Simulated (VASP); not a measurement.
Data:

```
CELL_PARAMETERS angstrom
      0.00000     3.44124     3.44124
      3.44124     0.00000     3.44124
      3.44124     3.44124     0.00000
ATOMIC_POSITIONS crystal
  As 0.00000 0.00000 0.00000
  Au 0.50000 0.50000 0.50000
  Au 0.25000 0.25000 0.25000
  Au 0.75000 0.75000 0.75000
```

All values below come from PBE GGA, VASP's PBE PAW potentials (set 64) (plane waves; VASP 6.6.1). Settings: 400 eV cut-off, 2×2×2 Monkhorst-Pack mesh, Gaussian smearing of 0.050 eV, potentials As Au.

**Question.** Give the stress tensor in GPa (positive for a compressed cell).

**Answer.** 
```
-9.40   0.00   0.00
 0.00  -9.40   0.00
 0.00   0.00  -9.40
```
The pressure is its mean diagonal, -9.40 GPa.

The structure was generated: AsAu3 was put into the D03 type (Fm-3m), which need not be its known phase. The cell was not relaxed at this level. The k-mesh is coarse (spacing up to 0.79 per Å, 2π included), so the numbers may not be converged in it. The run is one of a series of settings (KPOINTS 2×2×2 Monkhorst-Pack mesh against the base run), some of them coarse on purpose.
